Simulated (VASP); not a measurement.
# CuPb (Fm-3m) in VASP: settings compared

Aim: see how the results for CuPb move with the level of theory and the settings. Levels: PBE, RPBE. Tasks: relaxation of cell and atoms, relaxation of the atoms.

Everything below comes from runs of VASP 6.6.1. Logs are shortened: lines on timing, memory, paths and dates and some standing lists are left out, and cuts for length are marked.

## (1) The structure

The structure is cubic, space group Fm-3m (No. 225). Conventional cell: a = 5.226 Å, b = 5.226 Å, c = 5.226 Å, α = 90.00°, β = 90.00°, γ = 90.00°. Cu (site symmetry m-3m) is surrounded by 6 Pb at 2.61 Å. Around Pb (site symmetry m-3m) lie 6 Cu at 2.61 Å.

The cell was built by a generator and needn't be a form met in nature.

## (2) Relaxation of cell and atoms, PBE

Contents of INCAR:

```
SYSTEM = CuPb
PREC = Accurate
ENCUT = 600
EDIFF = 1E-7
ISMEAR = 1
SIGMA = 0.2
LREAL = .FALSE.
LASPH = .TRUE.
NELM = 80
ALGO = Normal
ISIF = 3
LWAVE = .FALSE.
LCHARG = .FALSE.
GGA = PE
IBRION = 2
NSW = 60
EDIFFG = -0.01
```

Contents of KPOINTS:

```
regular mesh
0
G
  9 9 9
  0 0 0
```

Contents of POSCAR:

```
CuPb
1.0
    0.0000000000      2.6129065500      2.6129065500
    2.6129065500      0.0000000000      2.6129065500
    2.6129065500      2.6129065500      0.0000000000
Cu Pb
1 1
Direct
    0.0000000000      0.0000000000      0.0000000000
    0.5000000000      0.5000000000      0.5000000000
```

Potentials or basis: VASP PAW PBE potentials, release 64 (Cu, Pb_d).

On the command line:

```
$ cat potpaw_PBE.64/Cu/POTCAR potpaw_PBE.64/Pb_d/POTCAR > POTCAR
$ mpirun -np 1 vasp_std > vasp.out
```

OUTCAR:

```text
SYSTEM = CuPb
   PREC = Accurate
   ENCUT = 600
   EDIFF = 1E-7
   ISMEAR = 1
   LREAL = .FALSE.
   LASPH = .TRUE.
   NELM = 80
   ISIF = 3
   GGA = PE
   IBRION = 2
   NSW = 60
   EDIFFG = -0.01

 ion  position               nearest neighbor table
   1  0.000  0.000  0.000-   2 2.61   2 2.61   2 2.61   2 2.61   2 2.61   2 2.61
   2  0.500  0.500  0.500-   1 2.61   1 2.61   1 2.61   1 2.61   1 2.61   1 2.61

  LATTYP: Found a face centered cubic cell.
 ALAT       =     5.2258131000

  Lattice vectors:

 A1 = (   0.0000000000,   2.6129065500,   2.6129065500)
 A2 = (   2.6129065500,   0.0000000000,   2.6129065500)
 A3 = (   2.6129065500,   2.6129065500,   0.0000000000)

Analysis of symmetry for initial positions (statically):
=====================================================================
 Subroutine PRICEL returns:
 Original cell was already a primitive cell.

 Routine SETGRP: Setting up the symmetry group for a
 face centered cubic supercell.

 Subroutine GETGRP returns: Found 48 space group operations
 (whereof 48 operations were pure point group operations)
 out of a pool of 48 trial point group operations.

The static configuration has the point symmetry O_h .

Analysis of symmetry for dynamics (positions and initial velocities):
=====================================================================
 Subroutine PRICEL returns:
 Original cell was already a primitive cell.

 Routine SETGRP: Setting up the symmetry group for a
 face centered cubic supercell.

 Subroutine GETGRP returns: Found 48 space group operations
 (whereof 48 operations were pure point group operations)
 out of a pool of 48 trial point group operations.

The dynamic configuration has the point symmetry O_h .

 Subroutine INISYM returns: Found 48 space group operations
 (whereof 48 operations are pure point group operations),
 and found     1 'primitive' translations

----------------------------------------------------------------------------------------

                                     Primitive cell

  volume of cell :      35.6781

  direct lattice vectors                    reciprocal lattice vectors
     0.000000000  2.612906550  2.612906550    -0.191357781  0.191357781  0.191357781
     2.612906550  0.000000000  2.612906550     0.191357781 -0.191357781  0.191357781
     2.612906550  2.612906550  0.000000000     0.191357781  0.191357781 -0.191357781

[... 95 lines left out ...]
   NUPDOWN=      -1.0000    fix difference up-down
   EMIN   =  10.00;   EMAX   =-10.00  energy-range for DOS
   EFERMI =   0.00;   METHOD = LEGACY
   ISMEAR =     1;   SIGMA  =   0.20  broadening in eV -4-tet -1-fermi 0-gaus
   EFERMI_NEDOS =   21; number of points for ismear=-14 and -15
   IALGO  =     38    algorithm
   IMIX   =      4    mixing-type and parameters
     AMIX     =   0.40;   BMIX     =  1.00
     AMIX_MAG =   1.60;   BMIX_MAG =  1.00
  volume/ion in A,a.u.               =      17.84       120.38
  Fermi-wavevector in a.u.,A,eV,Ry     =   1.454078  2.747808 28.767370  2.114342
  Thomas-Fermi vector in A             =   2.571270
   LORBIT       =      0    0 simple, 1 ext, 2 COOP (PROOUT), +10 PAW based schemes
   GGA     = PE    functional components
   LHFCALC =     F    Hartree Fock is set to
   AEXX    =    0.0000 exact exchange contribution
   IVDW    =     0    specifies the selected vdW correction
   LEPSILON=     F    determine dielectric tensor
   LRPA    =     F    only Hartree local field effects (RPA)
 conjugate gradient relaxation of ions
 non-spin polarized calculation
 Methfessel and Paxton  Order N= 1 SIGMA  =   0.20
  energy-cutoff  :      600.00
  volume of cell :       35.68
 maximum number of plane-waves:      1243
 NGX is ok and might be reduce to    30
   NGX = 15   NGY = 15   NGZ = 15

--------------------------------------- Ionic step        1  -------------------------------------------

 number of electron      24.9999986 magnetization

 Free energy of the ion-electron system (eV)
  ---------------------------------------------------
  ext. energy  EPLUGINS =         0.00000000
  ---------------------------------------------------
  free energy    TOTEN  =        -6.13667459 eV

  energy without entropy =       -6.13661480  energy(sigma->0) =       -6.13665466

------------------------ aborting loop because EDIFF is reached ----------------------------------------

  FORCE on cell =-STRESS in cart. coord.  units (eV):
  Direction    XX          YY          ZZ          XY          YZ          ZX
  --------------------------------------------------------------------------------------
  -------------------------------------------------------------------------------------
  Total        4.9587030      4.9587030      4.9587030      0.0000000     -0.0000000      0.0000000
  in kB      222.6778671    222.6778671    222.6778671      0.0000000     -0.0000000      0.0000000
  external PRESSURE =     222.6778671 kB  Pullay stress =       0.0000000 kB
[... 131 lines left out ...]
--------------------------------------- Ionic step        5  -------------------------------------------

 number of electron      25.0000018 magnetization

 Free energy of the ion-electron system (eV)
  ---------------------------------------------------
  ext. energy  EPLUGINS =         0.00000000
  ---------------------------------------------------
  free energy    TOTEN  =        -6.63716694 eV

  energy without entropy =       -6.62994013  energy(sigma->0) =       -6.63475800

 E-fermi :   6.5899     XC(G=0): -10.5723

 val. band max:        6.5791068012   @ k =  -0.4444   0.2222   0.0000
 cond. band min:       6.6083514660   @ k =   0.4444   0.3333   0.1111
 fundamental gap:      0.0292446648
 Fermi energy:         6.5898869567

 k-point     1 :       0.0000    0.0000    0.0000
  band No.  band energies     occupation
      1     -10.2692      2.00000
      2     -10.2692      2.00000
      3     -10.2426      2.00000
      4     -10.2426      2.00000
      5     -10.2426      2.00000
      6      -4.3255      2.00000
[... 433 lines left out ...]
      3     -10.2254      2.00000
      4     -10.1378      2.00000
      5     -10.1378      2.00000
      6      -1.6899      2.00000
[... 8 lines left out ...]
     15       7.4725     -0.00000
     16      12.1284      0.00000

 [... further k-points ...]

------------------------ aborting loop because EDIFF is reached ----------------------------------------

  FORCE on cell =-STRESS in cart. coord.  units (eV):
  Direction    XX          YY          ZZ          XY          YZ          ZX
  --------------------------------------------------------------------------------------
  -------------------------------------------------------------------------------------
  Total       -0.0010277     -0.0010277     -0.0010277     -0.0000000      0.0000000      0.0000000
  in kB       -0.0366694     -0.0366694     -0.0366694     -0.0000000      0.0000000      0.0000000
  external PRESSURE =      -0.0366694 kB  Pullay stress =       0.0000000 kB
[... 17 lines left out ...]
  FREE ENERGIE OF THE ION-ELECTRON SYSTEM (eV)
  ---------------------------------------------------
  free  energy   TOTEN  =        -6.6371669395 eV

  energy  without entropy=       -6.6299401340  energy(sigma->0) =       -6.63475800

 reached required accuracy - stopping structural energy minimisation
```

Run time: 1.8 min. Hardware: 1 thread of Intel Xeon Platinum 8375C at 2.90GHz (Ice Lake), shared host; peak memory 0.19 GiB.

Results:

| Quantity | Value |
| --- | --- |
| Free energy | -6.6372 eV |
| Relaxed volume | 22.45 Å³/atom |
| Relaxed cell | a = 3.990 Å, b = 3.990 Å, c = 3.990 Å, α = 60.00°, β = 60.00°, γ = 60.00° |
| Space group after relaxing (to 0.05 Å) | Fm-3m (No. 225) |
| Energy gained by relaxing | 250.2 meV/atom |
| Ionic steps | 5 |
| Pressure after relaxing | 0.0 GPa |
| Band gap on the k mesh | none (metal or under the smearing width) |

Step by step:
| step | energy change (eV) | largest force (eV/Å) | pressure (GPa) | volume (Å³) |
| --- | --- | --- | --- | --- |
| 1 | 0.0000 | 0.0000 | 22.27 | 35.68 |
| 2 | -0.4233 | 0.0000 | -4.29 | 50.07 |
| 3 | -0.5003 | 0.0000 | 0.30 | 44.68 |
| 4 | -0.5005 | 0.0000 | -0.10 | 44.99 |
| 5 | -0.5005 | 0.0000 | 0.00 | 44.90 |

Final structure:
```yaml
crystal:
  lattice:
    - [0.00000, 2.82104, 2.82104]
    - [2.82104, 0.00000, 2.82104]
    - [2.82104, 2.82104, 0.00000]
  atoms:
    - { symbol: Cu, position: [0.00000, 0.00000, 0.00000] }
    - { symbol: Pb, position: [0.50000, 0.50000, 0.50000] }
```

Caveat: the volume moved by over 15 % at a fixed basis, so the end points are rough. Spin-orbit coupling is left out, which matters for the levels of Pb.

## (3) Relaxation of the atoms, RPBE

Contents of INCAR:

```
SYSTEM = CuPb
  PREC = Accurate
  ENCUT = 520
  EDIFF = 1E-6
  ISMEAR = 1
  SIGMA = 0.2
  LREAL = .False.
  LASPH = .True.
  NELM = 100
  ALGO = Fast
  ISIF = 2
  LWAVE = .False.
  LCHARG = .False.
  GGA = RP
  IBRION = 2
  NSW = 60
  EDIFFG = -0.01
```

Contents of KPOINTS:

```
regular mesh
0
Gamma
  9 9 9
  0 0 0
```

POSCAR is that of step 2.

Potentials or basis: VASP PAW PBE potentials, release 64 (Cu, Pb_d).

On the command line:

```
$ cat potpaw_PBE.64/Cu/POTCAR potpaw_PBE.64/Pb_d/POTCAR > POTCAR
$ mpirun -np 1 vasp_std > vasp.out
```

OUTCAR:

```text
SYSTEM = CuPb
   PREC = Accurate
   ENCUT = 520
   EDIFF = 1E-6
   ISMEAR = 1
   LREAL = .False.
   LASPH = .True.
   NELM = 100
   ISIF = 2
   GGA = RP
   IBRION = 2
   NSW = 60
   EDIFFG = -0.01

 ion  position               nearest neighbor table
   1  0.000  0.000  0.000-   2 2.61   2 2.61   2 2.61   2 2.61   2 2.61   2 2.61
   2  0.500  0.500  0.500-   1 2.61   1 2.61   1 2.61   1 2.61   1 2.61   1 2.61
[... 651 lines left out ...]

------------------------ aborting loop because EDIFF is reached ----------------------------------------

  FORCE on cell =-STRESS in cart. coord.  units (eV):
  Direction    XX          YY          ZZ          XY          YZ          ZX
  --------------------------------------------------------------------------------------
  -------------------------------------------------------------------------------------
  Total        5.7486086      5.7486086      5.7486086      0.0000000      0.0000000     -0.0000000
  in kB      258.1497425    258.1497425    258.1497425      0.0000000      0.0000000     -0.0000000
  external PRESSURE =     258.1497425 kB  Pullay stress =       0.0000000 kB

 VOLUME and BASIS-vectors are now :
 -----------------------------------------------------------------------------
  energy-cutoff  :      520.00
  volume of cell :       35.68
      direct lattice vectors                 reciprocal lattice vectors
     0.000000000  2.612906550  2.612906550    -0.191357781  0.191357781  0.191357781
     2.612906550  0.000000000  2.612906550     0.191357781 -0.191357781  0.191357781
     2.612906550  2.612906550  0.000000000     0.191357781  0.191357781 -0.191357781

 POSITION                                       TOTAL-FORCE (eV/Angst)
 -----------------------------------------------------------------------------------
      0.00000      0.00000      0.00000         0.000000      0.000000      0.000000
      2.61291      2.61291      2.61291        -0.000000     -0.000000     -0.000000
 -----------------------------------------------------------------------------------
    total drift:                                0.000000      0.000000      0.000000

  FREE ENERGIE OF THE ION-ELECTRON SYSTEM (eV)
  ---------------------------------------------------
  free  energy   TOTEN  =        -5.1316909764 eV

  energy  without entropy=       -5.1317649541  energy(sigma->0) =       -5.13171564

 reached required accuracy - stopping structural energy minimisation
```

OSZICAR:

```text
N       E                     dE             d eps       ncg     rms          rms(c)
DAV:   1     0.203231635127E+03    0.20323E+03   -0.12982E+04  1152   0.230E+03
DAV:   2     0.402452683481E+01   -0.19921E+03   -0.19668E+03  1136   0.409E+02
DAV:   3    -0.573081510709E+01   -0.97553E+01   -0.97077E+01  1456   0.122E+02
DAV:   4    -0.595318224133E+01   -0.22237E+00   -0.22235E+00  1288   0.184E+01
DAV:   5    -0.596334321472E+01   -0.10161E-01   -0.10161E-01  1744   0.357E+00    0.803E+00
RMM:   6    -0.603187100182E+01   -0.68528E-01   -0.12346E+01  1120   0.521E+01    0.605E+00
RMM:   7    -0.514023924192E+01    0.89163E+00   -0.35470E+00  1120   0.313E+01    0.634E-01
RMM:   8    -0.513212469675E+01    0.81145E-02   -0.99326E-02  1132   0.572E+00    0.523E-01
RMM:   9    -0.513127026912E+01    0.85443E-03   -0.26264E-02  1234   0.197E+00    0.139E-01
RMM:  10    -0.513127564047E+01   -0.53714E-05   -0.71029E-03  1269   0.123E+00    0.360E-02
RMM:  11    -0.513176957748E+01   -0.49394E-03   -0.48629E-03  1431   0.574E-01    0.913E-02
RMM:  12    -0.513165468028E+01    0.11490E-03   -0.67438E-04  1191   0.347E-01    0.116E-02
RMM:  13    -0.513168394674E+01   -0.29266E-04   -0.35139E-04  1194   0.140E-01    0.439E-03
RMM:  14    -0.513169009520E+01   -0.61485E-05   -0.63120E-05  1178   0.702E-02    0.430E-03
RMM:  15    -0.513169097642E+01   -0.88122E-06   -0.80596E-06   999   0.369E-02
   1 F= -.51316910E+01 E0= -.51317156E+01  d E =-.513169E+01
```

Run time: 19 s. Hardware: 1 thread of Intel Xeon Platinum 8375C at 2.90GHz (Ice Lake), shared host; peak memory 0.16 GiB.

Results:

- Free energy: -5.1317 eV
- Pressure after relaxing: 25.8 GPa
- Band gap on the k mesh: none (metal or under the smearing width)

Final structure:
```
CELL_PARAMETERS angstrom
0.00000 2.61291 2.61291
2.61291 0.00000 2.61291
2.61291 2.61291 0.00000
ATOMIC_POSITIONS crystal
Cu 0.00000 0.00000 0.00000
Pb 0.50000 0.50000 0.50000
```

Caveat: the relaxation stopped at its first step, so nothing moved; the PAW data sets were made with another functional, which shifts forces and pressure a little.

## (4) The reference run

An earlier run on the cell as given: functional PBE; potentials or basis VASP PAW PBE potentials, release 64 (Cu, Pb_d); cutoff 520 eV; k mesh 9 × 9 × 9; occupations fermi-dirac, width 0.05 eV; no spin polarisation.

* Pressure: 22.2 GPa
* Band gap on the k mesh: none (metal or under the smearing width)

## (5) Summary

| task | level | cell | cutoff (eV) | smearing | gap on the mesh (eV) | pressure (GPa) |
| --- | --- | --- | --- | --- | --- | --- |
| relaxation of cell and atoms | PBE | relaxed | 600 | methfessel-paxton 0.2 eV | none | 0.0 |
| relaxation of the atoms | RPBE | atoms relaxed | 520 | methfessel-paxton 0.2 eV | none | 25.8 |
| single point | PBE | as given | 520 | fermi-dirac 0.05 eV | none | 22.2 |

Alike in all rows: potentials or basis VASP PAW PBE potentials, release 64 (Cu, Pb_d); no spin polarisation; k mesh 9 × 9 × 9.

Caveats: the volume moved by over 15 % at a fixed basis, so the end points are rough (some runs); the relaxation stopped at its first step, so nothing moved (some runs); the PAW data sets were made with another functional, which shifts forces and pressure a little (some runs); so large a pressure means that the cell lies far from this level's equilibrium, or that cutoff or potentials fall short (some runs).

Total energies depend on the potentials used, so only differences within one code and one set of settings carry meaning.
